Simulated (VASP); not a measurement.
# BIr under changes of volume

One of the cells (11.048 Å³/atom); the others are scaled copies at fixed shape and fractional positions:

```
Ir B
1.0
     3.06226    0.00000    0.00000
    -1.53113    2.65199    0.00000
     0.00000    0.00000    2.72087
Ir B
1 1
Direct
  0.66667 0.33333 0.00000
  0.00000 0.00000 0.50000
```

The cell comes from a database or a generator and needn't be the stable form of this composition.

- Program: VASP 6.6.1
- Functional: PBEsol
- Potentials or basis: VASP PAW PBE potentials, release 64 (Ir, B)
- Cutoff: 520 eV
- k mesh: 10 × 10 × 10
- Occupations: fermi-dirac, width 0.05 eV
- Spin: no spin polarisation

```csv
volume (Å³/atom),energy over the lowest point (meV/atom),pressure (GPa)
10.182,27.62,18.5
10.398,8.41,10.1
10.615,0.00,2.5
11.048,11.08,-10.3
11.265,28.62,-15.6
11.481,?,?
```

Problem. What does the run at 11.481 Å³/atom give?

Solution. Energy over the lowest point 53.04 meV/atom; pressure -20.4 GPa.

Worked out: A Birch-Murnaghan fit of order 3 (a polynomial in V^(-2/3)) to the other rows has its minimum at 10.69 Å³/atom with B0 = V·E''(V) = 338 GPa and B' = 4.7 at fixed shape and positions, which overstates the stiffness. It gives 52.86 meV/atom at 11.481 Å³/atom, against the run's 53.04, and -dE/dV = -20.3 GPa, against -20.4.

Energies are extrapolated to zero smearing.

Caveats: the PAW data sets were made with another functional, which shifts forces and pressure a little.
